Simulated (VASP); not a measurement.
Method: PBE GGA with D3 dispersion (zero damping), VASP's PBE PAW potentials (set 64) (plane waves; VASP).

VASP ran on this input.

### INCAR
```
SYSTEM=ZnO
PREC=Accurate; ENCUT=520; LREAL=F
LASPH=T
EDIFF=1E-7; NELM=100; ALGO=Normal
LMAXMIX=4
ISMEAR=-5
GGA=PE; IVDW=11
ISIF=2
LWAVE=F; LCHARG=T; LORBIT=11
NEDOS=601
LEFG=T
```

KPOINTS:
```
K-points
0
Gamma
 9 9 5
0 0 0
```

POSCAR:
```
ZnO
1
    1.6362538484    -2.8340752463    -0.0000000000
    1.6362538484     2.8340752463     0.0000000000
   -0.0000000000     0.0000000000     5.2812445686
Zn O
2 2
Direct
  0.6666670000   0.3333330000   0.5012130862
  0.3333330000   0.6666670000   0.0012130862
  0.6666670000   0.3333330000   0.8807869138
  0.3333330000   0.6666670000   0.3807869138
```

POTCAR, in this order: Zn O (PBE.64 set). Program: vasp_std.

What VASP printed:

OSZICAR:
```
       N       E                     dE             d eps       ncg     rms          rms(c)
DAV:   1     0.286093536406E+03    0.28609E+03   -0.19002E+04  1608   0.237E+03
DAV:   2     0.968446972235E+01   -0.27641E+03   -0.26763E+03  1692   0.440E+02
DAV:   3    -0.204972348293E+02   -0.30182E+02   -0.29971E+02  1818   0.154E+02
DAV:   4    -0.210963820732E+02   -0.59915E+00   -0.59841E+00  1770   0.231E+01
DAV:   5    -0.211009693577E+02   -0.45873E-02   -0.45869E-02  1818   0.196E+00    0.145E+01
DAV:   6    -0.177256587982E+02    0.33753E+01   -0.12047E+01  2740   0.737E+01    0.884E+00
DAV:   7    -0.178928167062E+02   -0.16716E+00   -0.26533E+00  1724   0.197E+01    0.529E+00
DAV:   8    -0.179186687987E+02   -0.25852E-01   -0.83695E-01  2386   0.915E+00    0.182E+00
DAV:   9    -0.178539803936E+02    0.64688E-01   -0.19026E-01  2510   0.792E+00    0.344E-01
DAV:  10    -0.178576815957E+02   -0.37012E-02   -0.57123E-02  1608   0.175E+00    0.149E-01
DAV:  11    -0.178576605324E+02    0.21063E-04   -0.15590E-03  2274   0.550E-01    0.378E-02
DAV:  12    -0.178577175459E+02   -0.57014E-04   -0.16469E-04  2228   0.264E-01    0.342E-02
DAV:  13    -0.178577124024E+02    0.51435E-05   -0.38716E-05  2024   0.132E-01    0.126E-02
DAV:  14    -0.178577129530E+02   -0.55058E-06   -0.15285E-05  1758   0.417E-02    0.508E-03
DAV:  15    -0.178577123786E+02    0.57441E-06   -0.20345E-06  2116   0.146E-02    0.157E-03
DAV:  16    -0.178577123169E+02    0.61700E-07   -0.21586E-07  1206   0.456E-03
   1 F= -.18672715E+02 E0= -.18672715E+02  d E =0.000000E+00
```

OUTCAR:
```
------------------------ aborting loop because EDIFF is reached ----------------------------------------
 Edisp (eV)   -0.81500
  FORCE on cell =-STRESS in cart. coord.  units (eV):
  Direction    XX          YY          ZZ          XY          YZ          ZX
  --------------------------------------------------------------------------------------
  Total       0.07243     0.07243     0.01453     0.00000     0.00000     0.00000
  in kB       2.36903     2.36904     0.47539     0.00000     0.00000     0.00000
  external pressure =        1.74 kB  Pullay stress =        0.00 kB
  volume of cell :       48.98
      direct lattice vectors                 reciprocal lattice vectors
     1.636253848 -2.834075246  0.000000000     0.305576057 -0.176424391  0.000000000
     1.636253848  2.834075246  0.000000000     0.305576057  0.176424391  0.000000000
     0.000000000  0.000000000  5.281244569     0.000000000  0.000000000  0.189349307
  FREE ENERGIE OF THE ION-ELECTRON SYSTEM (eV)
  ---------------------------------------------------
  free  energy   TOTEN  =       -18.6727153232 eV

  energy  without entropy=      -18.6727153232  energy(sigma->0) =      -18.67271532

 total charge

# of ion       s       p       d       tot
------------------------------------------
    1        0.450   0.464   9.894  10.808
    2        0.450   0.464   9.894  10.808
    3        1.550   3.443   0.000   4.993
    4        1.550   3.443   0.000   4.993
--------------------------------------------------
tot          4.000   7.813  19.789  31.602

 Electric field gradients after diagonalization (V/A^2)
 (convention: |V_zz| > |V_xx| > |V_yy|)
----------------------------------------------------------------------
 ion       V_xx      V_yy      V_zz     asymmetry (V_yy - V_xx)/ V_zz
----------------------------------------------------------------------
   1      -2.637    -2.634     5.271       0.001
   2      -2.638    -2.634     5.271       0.001
   3       0.647     0.637    -1.284       0.008
   4       0.647     0.637    -1.284       0.008
```
(Selected blocks of OUTCAR.)

The compound is ZnO in the wurtzite structure. It was relaxed first.
